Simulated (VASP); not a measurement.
Data:

```
SnO
1.0
    3.81370     0.00000     0.00000
    0.00000     3.81370     0.00000
    0.00000     0.00000     4.88691
Sn O
2 2
Direct
  0.00000   0.50000   0.23537
  0.50000   0.00000   0.76463
  0.50000   0.50000   0.00000
  0.00000   0.00000   0.00000
```

These are PBE GGA, VASP's PBE PAW potentials (set 64) (plane waves; VASP) values and carry that method's errors. Numerical set-up: PREC = Normal, 500 eV cut-off, 4×4×3 Γ-centred mesh, Gaussian smearing of 0.010 eV, potentials Sn_d_GW O_GW_new.

Unless said otherwise, spin-orbit coupling is left out, though it shifts the bands of the heavy elements here.

**Question.** What does the run give for the energy per atom (σ→0), pressure, largest force, band gap (on the k-mesh) with the smallest direct gap where there is one?

**Answer.** 
The band gap (on the k-mesh) is 0.15 eV, the smallest direct gap (on the k-mesh) comes out as 2.05 eV and the energy per atom (σ→0) is -548.1 kJ/mol of atoms. The pressure is 2.51 GPa and the largest force is 0.01438 Ry/bohr.

Total energies compare only between runs with the same potentials, cut-off and functional.

The structure comes from a computed database's SnO entry (P4/nmm); how it stands against other phases isn't given here. The cell was not relaxed at this level. The k-mesh is coarse (spacing up to 0.43 per Å, 2π included), so the numbers may not be converged in it.
